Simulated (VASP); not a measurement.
Method: PBEsol GGA, VASP's PBE PAW potentials (set 64) (plane waves; VASP 6.6.1).

A VASP calculation is set up with these files.

**KPOINTS**
```
Automatic mesh
0
Gamma
12 12 12
0 0 0
```

INCAR:
```
SYSTEM=SiC
PREC=Normal; ENCUT=450; LREAL=.FALSE.
LASPH=.TRUE.
EDIFF=1E-5; NELM=100; NELMIN=4
ALGO=Fast
ISMEAR=0; SIGMA=0.05
GGA=PS
IBRION=2; NSW=20; ISIF=2
EDIFFG=-0.03
LWAVE=.FALSE.; LCHARG=.FALSE.
```

### POSCAR
```
SiC
1
   -0.0000000000     2.1800000000     2.1800000000
    2.1800000000    -0.0000000000     2.1800000000
    2.1800000000     2.1800000000    -0.0000000000
Si C
1 1
Direct
  0.0000000000   0.0000000000   0.0000000000
  0.7500000000   0.7500000000   0.7500000000
```

POTCAR, in this order: Si C (PBE.64 set). Program: vasp_std.

What VASP printed:

OUTCAR:
```
 ion  position               nearest neighbor table
   1  0.000  0.000  0.000-   2 1.89   2 1.89   2 1.89   2 1.89
   2  0.750  0.750  0.750-   1 1.89   1 1.89   1 1.89   1 1.89
  LATTYP: Found a face centered cubic cell.
 ALAT       =     4.3600000000
 Subroutine PRICEL returns:
 Original cell was already a primitive cell.
 Subroutine GETGRP returns: Found 24 space group operations
The static configuration has the point symmetry T_d .
The dynamic configuration has the point symmetry T_d .
 Subroutine INISYM returns: Found 24 space group operations
 Subroutine IBZKPT returns following result:
 Found     72 irreducible k-points:

 Following reciprocal coordinates:
            Coordinates               Weight
  0.000000  0.000000  0.000000      1.000000
  0.083333  0.000000  0.000000      8.000000
  0.166667  0.000000  0.000000      8.000000
  0.250000  0.000000  0.000000      8.000000
  0.333333  0.000000  0.000000      8.000000
  0.416667  0.000000  0.000000      8.000000
  0.500000  0.000000  0.000000      4.000000
  0.083333  0.083333  0.000000      6.000000
  0.166667  0.083333  0.000000     24.000000
  0.250000  0.083333  0.000000     24.000000
  0.333333  0.083333  0.000000     24.000000
  0.416667  0.083333  0.000000     24.000000
  0.500000  0.083333  0.000000     24.000000
 -0.416667  0.083333  0.000000     24.000000
 -0.333333  0.083333  0.000000     24.000000
 -0.250000  0.083333  0.000000     24.000000
 -0.166667  0.083333  0.000000     24.000000
 -0.083333  0.083333  0.000000     12.000000
  0.166667  0.166667  0.000000      6.000000
  0.250000  0.166667  0.000000     24.000000
  0.333333  0.166667  0.000000     24.000000
  0.416667  0.166667  0.000000     24.000000
  0.500000  0.166667  0.000000     24.000000
 -0.416667  0.166667  0.000000     24.000000
...
```

File OSZICAR:
```
       N       E                     dE             d eps       ncg     rms          rms(c)
DAV:   1     0.984836995892E+00    0.98484E+00   -0.38608E+03  1216   0.752E+02
DAV:   2    -0.174152389758E+02   -0.18400E+02   -0.17544E+02  1672   0.998E+01
DAV:   3    -0.177075749703E+02   -0.29234E+00   -0.29234E+00  1408   0.153E+01
DAV:   4    -0.177083754705E+02   -0.80050E-03   -0.80050E-03  1728   0.822E-01
DAV:   5    -0.177083757916E+02   -0.32115E-06   -0.32115E-06  1416   0.140E-02    0.872E+00
RMM:   6    -0.159811334445E+02    0.17272E+01   -0.25877E+00  1152   0.109E+01    0.377E+00
RMM:   7    -0.159375304099E+02    0.43603E-01   -0.61704E-01  1152   0.599E+00    0.184E+00
RMM:   8    -0.159292150944E+02    0.83153E-02   -0.10516E-01  1152   0.275E+00    0.564E-01
RMM:   9    -0.159176707230E+02    0.11544E-01   -0.13206E-02  1152   0.908E-01    0.140E-01
RMM:  10    -0.159178593012E+02   -0.18858E-03   -0.49952E-03  1152   0.531E-01    0.930E-02
RMM:  11    -0.159177725455E+02    0.86756E-04   -0.98200E-04  1152   0.253E-01    0.342E-02
RMM:  12    -0.159177178572E+02    0.54688E-04   -0.80394E-05  1150   0.783E-02    0.862E-03
RMM:  13    -0.159177205309E+02   -0.26737E-05   -0.23899E-05   944   0.396E-02
   1 F= -.15917721E+02 E0= -.15917721E+02  d E =-.159177E+02
```

**OUTCAR**
```
------------------------ aborting loop because EDIFF is reached ----------------------------------------
  FORCE on cell =-STRESS in cart. coord.  units (eV):
  Direction    XX          YY          ZZ          XY          YZ          ZX
  --------------------------------------------------------------------------------------
  Total       -0.0459476     -0.0459476     -0.0459476      0.0000000      0.0000000     -0.0000000
  in kB       -3.5528233     -3.5528233     -3.5528233      0.0000000      0.0000000     -0.0000000
  external PRESSURE =      -3.5528233 kB  Pullay stress =       0.0000000 kB
  volume of cell :       20.72
      direct lattice vectors                 reciprocal lattice vectors
     0.000000000  2.180000000  2.180000000    -0.229357798  0.229357798  0.229357798
     2.180000000  0.000000000  2.180000000     0.229357798 -0.229357798  0.229357798
     2.180000000  2.180000000  0.000000000     0.229357798  0.229357798 -0.229357798
  FREE ENERGIE OF THE ION-ELECTRON SYSTEM (eV)
  ---------------------------------------------------
  free  energy   TOTEN  =       -15.9177205309 eV

  energy  without entropy=      -15.9177205309  energy(sigma->0) =      -15.91772053

 reached required accuracy - stopping structural energy minimisation
```
(Selected blocks of OUTCAR.)

At this cut-off the stress carries a Pulay error, which pulls relaxed volumes low.

The compound is SiC in the zinc blende structure. The cell was not relaxed at this level.
